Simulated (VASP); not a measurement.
# KCdF3 (P4/mmm) in VASP: notebook

Runs on KCdF3. Level: LDA. Tasks: single point.

All numbers are computed with VASP 6.6.1; they aren't measurements. Logs are shortened: lines on timing, memory, paths and dates and some standing lists are left out, and cuts for length are marked.

**1. The crystal as given**

Symmetry: P4/mmm, No. 123, tetragonal system. Conventional cell: a = 4.919 Å, b = 4.919 Å, c = 3.478 Å, α = 90.00°, β = 90.00°, γ = 90.00°. Around K (site symmetry 4/mmm) lie 8 F at 3.01 Å. Cd (site symmetry 4/mmm) has 2 F at 1.74 Å as nearest neighbours. F (site symmetry mmm) is surrounded by 2 Cd at 2.46 Å. F (site symmetry 4/mmm) is surrounded by 2 Cd at 1.74 Å.

The cell comes from a database or a generator and needn't be the stable form of this composition.

**2. Single point, LDA**

The input, INCAR:

```
PREC = Accurate ; ENCUT = 520
EDIFF = 1E-6 ; ISMEAR = 0
SIGMA = 0.05 ; LREAL = F
LASPH = T ; NELM = 100
ALGO = Fast ; ISIF = 2
LWAVE = F ; LCHARG = F
NBANDS = 29
```

The input, KPOINTS:

```
regular mesh
0
Gamma
  6 6 6
```

The input, POSCAR:

```
KCdF3
1.0
    4.9189762369      0.0000000000      0.0000000000
    0.0000000000      4.9189762369      0.0000000000
    0.0000000000      0.0000000000      3.4777161995
K Cd F
1 1 3
Direct
    0.0000000000      0.0000000000      0.0000000000
    0.5000000000      0.5000000000      0.5000000000
    0.0000000000      0.5000000000      0.5000000000
    0.5000000000      0.0000000000      0.5000000000
    0.5000000000      0.5000000000      0.0000000000
```

Potentials or basis: VASP PAW LDA potentials, release 64 (K_sv, Cd, F).

Started as:

```console
$ cat potpaw_LDA.64/K_sv/POTCAR potpaw_LDA.64/Cd/POTCAR potpaw_LDA.64/F/POTCAR > POTCAR
$ mpirun -np 1 vasp_std > vasp.out
```

OUTCAR:

```text
PREC = Accurate
   ENCUT = 520
   EDIFF = 1E-6
   ISMEAR = 0
   LREAL = F
   LASPH = T
   NELM = 100
   ISIF = 2

 ion  position               nearest neighbor table
   1  0.000  0.000  0.000-
   2  0.500  0.500  0.500-   5 1.74   5 1.74   3 2.46   4 2.46   4 2.46   3 2.46
   3  0.000  0.500  0.500-   2 2.46   2 2.46
   4  0.500  0.000  0.500-   2 2.46   2 2.46
   5  0.500  0.500  0.000-   2 1.74   2 1.74

  LATTYP: Found a simple tetragonal cell.
 ALAT       =     4.9189762369
 C/A-ratio  =     0.7070000000

  Lattice vectors:

 A1 = (   4.9189762369,   0.0000000000,   0.0000000000)
 A2 = (   0.0000000000,   4.9189762369,   0.0000000000)
 A3 = (   0.0000000000,   0.0000000000,   3.4777161995)

Analysis of symmetry for initial positions (statically):
=====================================================================
 Subroutine PRICEL returns:
 Original cell was already a primitive cell.

 Routine SETGRP: Setting up the symmetry group for a
 simple tetragonal supercell.

 Subroutine GETGRP returns: Found 16 space group operations
 (whereof 16 operations were pure point group operations)
 out of a pool of 16 trial point group operations.

The static configuration has the point symmetry D_4h.

Analysis of symmetry for dynamics (positions and initial velocities):
=====================================================================
 Subroutine PRICEL returns:
 Original cell was already a primitive cell.

 Routine SETGRP: Setting up the symmetry group for a
 simple tetragonal supercell.

 Subroutine GETGRP returns: Found 16 space group operations
 (whereof 16 operations were pure point group operations)
 out of a pool of 16 trial point group operations.

The dynamic configuration has the point symmetry D_4h.

 Subroutine INISYM returns: Found 16 space group operations
 (whereof 16 operations are pure point group operations),
 and found     1 'primitive' translations

----------------------------------------------------------------------------------------

                                     Primitive cell

  volume of cell :      84.1480

  direct lattice vectors                    reciprocal lattice vectors
     4.918976237  0.000000000  0.000000000     0.203294334  0.000000000  0.000000000
     0.000000000  4.918976237  0.000000000     0.000000000  0.203294334  0.000000000
     0.000000000  0.000000000  3.477716200     0.000000000  0.000000000  0.287545027

  length of vectors
[... 83 lines left out ...]
   LNONCOLLINEAR =      F non collinear calculations
   LSORBIT =      F    spin-orbit coupling
   LASPH  =      T    aspherical Exc in radial PAW
   ENCUT  =  520.0 eV  38.22 Ry    6.18 a.u.   9.15  9.15  6.47*2*pi/ulx,y,z
   NELM   =    100;   NELMIN=  2; NELMDL= -5     # of ELM steps
   EDIFF  = 0.1E-05   stopping-criterion for ELM
[... 8 lines left out ...]
   TEBEG  =    0.0;   TEEND  =   0.0 temperature during run
   PSTRESS=    0.0 pullay stress
   NELECT =      42.0000    total number of electrons
   NUPDOWN=      -1.0000    fix difference up-down
   EMIN   =  10.00;   EMAX   =-10.00  energy-range for DOS
   EFERMI =   0.00;   METHOD = LEGACY
   ISMEAR =     0;   SIGMA  =   0.05  broadening in eV -4-tet -1-fermi 0-gaus
   EFERMI_NEDOS =   21; number of points for ismear=-14 and -15
   IALGO  =     68    algorithm
   IMIX   =      4    mixing-type and parameters
     AMIX     =   0.40;   BMIX     =  1.00
     AMIX_MAG =   1.60;   BMIX_MAG =  1.00
  volume/ion in A,a.u.               =      16.83       113.57
  Fermi-wavevector in a.u.,A,eV,Ry     =   1.298604  2.454006 22.944488  1.686372
  Thomas-Fermi vector in A             =   2.429922
   LORBIT       =      0    0 simple, 1 ext, 2 COOP (PROOUT), +10 PAW based schemes
   GGA     = CA    functional components
   LHFCALC =     F    Hartree Fock is set to
   AEXX    =    0.0000 exact exchange contribution
   IVDW    =     0    specifies the selected vdW correction
   LEPSILON=     F    determine dielectric tensor
   LRPA    =     F    only Hartree local field effects (RPA)
 non-spin polarized calculation
 RMM-DIIS sequential band-by-band and
 Gauss-broadening in eV      SIGMA  =   0.05
  energy-cutoff  :      520.00
  volume of cell :       84.15
 maximum number of plane-waves:      2286
 NGX is ok and might be reduce to    40

 number of electron      41.9999987 magnetization

 Free energy of the ion-electron system (eV)
  ---------------------------------------------------
  ext. energy  EPLUGINS =         0.00000000
  ---------------------------------------------------
  free energy    TOTEN  =       -18.47149529 eV

  energy without entropy =      -18.47149529  energy(sigma->0) =      -18.47149529

 E-fermi :  -0.5195     XC(G=0):  -9.6740

 val. band max:       -0.8013689670   @ k =   0.5000   0.5000   0.5000
 cond. band min:       1.5634972088   @ k =   0.0000   0.0000   0.0000
 fundamental gap:      2.3648661757
 Fermi energy:        -0.5194504366

 k-point     1 :       0.0000    0.0000    0.0000
  band No.  band energies     occupation
      1     -29.0381      2.00000
      2     -26.0473      2.00000
      3     -21.1670      2.00000
      4     -21.0863      2.00000
      5     -12.7499      2.00000
      6     -12.7499      2.00000
[... 757 lines left out ...]
     28       8.8202      0.00000
     29       9.3031      0.00000

 [... further k-points ...]

------------------------ aborting loop because EDIFF is reached ----------------------------------------

  FORCE on cell =-STRESS in cart. coord.  units (eV):
  Direction    XX          YY          ZZ          XY          YZ          ZX
  --------------------------------------------------------------------------------------
  -------------------------------------------------------------------------------------
  Total       -4.3320604     -4.3320604     32.2116322      0.0000000      0.0000000      0.0000000
  in kB      -82.4824401    -82.4824401    613.3095488      0.0000000      0.0000000      0.0000000
  external PRESSURE =     149.4482229 kB  Pullay stress =       0.0000000 kB

 VOLUME and BASIS-vectors are now :
 -----------------------------------------------------------------------------
  energy-cutoff  :      520.00
  volume of cell :       84.15
      direct lattice vectors                 reciprocal lattice vectors
     4.918976237  0.000000000  0.000000000     0.203294334  0.000000000  0.000000000
     0.000000000  4.918976237  0.000000000     0.000000000  0.203294334  0.000000000
     0.000000000  0.000000000  3.477716200     0.000000000  0.000000000  0.287545027

 POSITION                                       TOTAL-FORCE (eV/Angst)
 -----------------------------------------------------------------------------------
      0.00000      0.00000      0.00000         0.000000      0.000000      0.000000
      2.45949      2.45949      1.73886         0.000000      0.000000      0.000000
      0.00000      2.45949      1.73886         0.000000      0.000000      0.000000
      2.45949      0.00000      1.73886         0.000000      0.000000      0.000000
      2.45949      2.45949      0.00000         0.000000      0.000000      0.000000
 -----------------------------------------------------------------------------------
    total drift:                                0.000000      0.000000     -0.000000

  FREE ENERGIE OF THE ION-ELECTRON SYSTEM (eV)
  ---------------------------------------------------
  free  energy   TOTEN  =       -18.4714952920 eV

  energy  without entropy=      -18.4714952920  energy(sigma->0) =      -18.47149529
```

OSZICAR:

```text
N       E                     dE             d eps       ncg     rms          rms(c)
DAV:   1     0.365952502720E+03    0.36595E+03   -0.23012E+04  2320   0.143E+03
DAV:   2     0.125342814641E+01   -0.36470E+03   -0.35147E+03  2660   0.399E+02
DAV:   3    -0.209196426613E+02   -0.22173E+02   -0.22072E+02  2846   0.996E+01
DAV:   4    -0.215082841752E+02   -0.58864E+00   -0.58756E+00  3825   0.130E+01
DAV:   5    -0.215103343285E+02   -0.20502E-02   -0.20501E-02  2708   0.784E-01    0.281E+01
RMM:   6    -0.186827312386E+02    0.28276E+01   -0.88269E+00  2463   0.152E+01    0.220E+01
RMM:   7    -0.185306750805E+02    0.15206E+00   -0.63937E-01  2837   0.492E+00    0.912E+00
RMM:   8    -0.184708551067E+02    0.59820E-01   -0.14757E-01  2844   0.222E+00    0.244E+00
RMM:   9    -0.184707156007E+02    0.13951E-03   -0.24940E-02  3118   0.993E-01    0.192E-01
RMM:  10    -0.184712502503E+02   -0.53465E-03   -0.59763E-03  3400   0.357E-01    0.169E-01
RMM:  11    -0.184714018925E+02   -0.15164E-03   -0.11607E-03  3346   0.192E-01    0.100E-01
RMM:  12    -0.184714505549E+02   -0.48662E-04   -0.48428E-04  3626   0.925E-02    0.104E-02
RMM:  13    -0.184714748101E+02   -0.24255E-04   -0.19226E-04  3601   0.499E-02    0.136E-02
RMM:  14    -0.184714854260E+02   -0.10616E-04   -0.92210E-05  3320   0.315E-02    0.173E-03
RMM:  15    -0.184714908228E+02   -0.53969E-05   -0.42538E-05  2946   0.208E-02    0.866E-03
RMM:  16    -0.184714934116E+02   -0.25888E-05   -0.20829E-05  2676   0.145E-02    0.170E-03
RMM:  17    -0.184714946798E+02   -0.12681E-05   -0.10150E-05  2395   0.100E-02    0.313E-03
RMM:  18    -0.184714952920E+02   -0.61220E-06   -0.50347E-06  2163   0.731E-03
   1 F= -.18471495E+02 E0= -.18471495E+02  d E =-.203793E-17
```

Wall time 1.7 min (1 thread of Intel Xeon Platinum 8488C (Sapphire Rapids), shared host); peak memory 0.22 GiB.

What came out:

```
Free energy            : -18.4715 eV
Pressure               : 14.9 GPa
Band gap on the k mesh : 2.36 eV, indirect (least direct gap 4.17 eV)
```

A k mesh can miss the band edges. As with any semilocal functional, this LDA gap is likely too small.

**3. Single point, LDA**

This run uses another cell than the first one, of the same volume but with other edges.

The input, INCAR:

```
  PREC = Accurate
  ENCUT = 520
  EDIFF = 1E-6
  ISMEAR = 0
  SIGMA = 0.05
  LREAL = F
  LASPH = T
  NELM = 100
  ALGO = Normal
  ISIF = 2
  LWAVE = F
  LCHARG = F
  NBANDS = 29
```

The input, KPOINTS:

```
Automatic mesh
0
Gamma
  6 6 6
```

POSCAR: that of step 2 with these lines changed.

```diff
@@ -2,5 +2,5 @@
 1.0
-    4.9189762369      0.0000000000      0.0000000000
-    0.0000000000      4.9189762369      0.0000000000
-    0.0000000000      0.0000000000      3.4777161995
+    4.3113978032      0.0000000000      0.0000000000
+    0.0000000000      4.3113978032      0.0000000000
+    0.0000000000      0.0000000000      4.5269676934
 K Cd F
```

Potentials or basis: VASP PAW LDA potentials, release 64 (K_sv, Cd, F).

Started as:

```console
$ cat potpaw_LDA.64/K_sv/POTCAR potpaw_LDA.64/Cd/POTCAR potpaw_LDA.64/F/POTCAR > POTCAR
$ mpirun -np 1 vasp_std > vasp.out
```

Run time: 50 s. Hardware: 1 thread of Intel Xeon Platinum 8488C (Sapphire Rapids), shared host; peak memory 0.22 GiB.

The run converged. Its results:

```
Free energy            : -21.6208 eV
Pressure               : -2.6 GPa
Band gap on the k mesh : 2.65 eV, indirect (least direct gap 4.48 eV)
```

Stress tensor (GPa, compression positive):
```
-1.28  0.00  0.00
 0.00 -1.28  0.00
 0.00  0.00 -5.30
```

Levels at points of the mesh, in eV from the valence-band top:
```
           k point  band 18  band 19  band 20  band 21  band 22  band 23  band 24  band 25
(0.00, 0.00, 0.00)    -2.06    -1.95    -1.83    -1.83     2.65     7.77     7.87     8.20
(0.50, 0.00, 0.00)    -1.92    -1.90    -1.86    -1.83     5.35     6.55     8.66     9.39
(0.50, 0.50, 0.00)    -1.91    -1.91    -1.64     0.00     6.76     8.32     8.32     8.54
(0.00, 0.00, 0.50)    -2.09    -1.90    -1.70    -1.70     5.02     6.35     8.42     9.70
(0.50, 0.00, 0.50)    -1.87    -1.77    -1.58    -0.23     6.54     8.07     8.22     8.38
(0.50, 0.50, 0.50)    -1.56    -1.56    -0.30     0.00     7.25     7.33     7.33     8.52
```

A k mesh can miss the band edges.
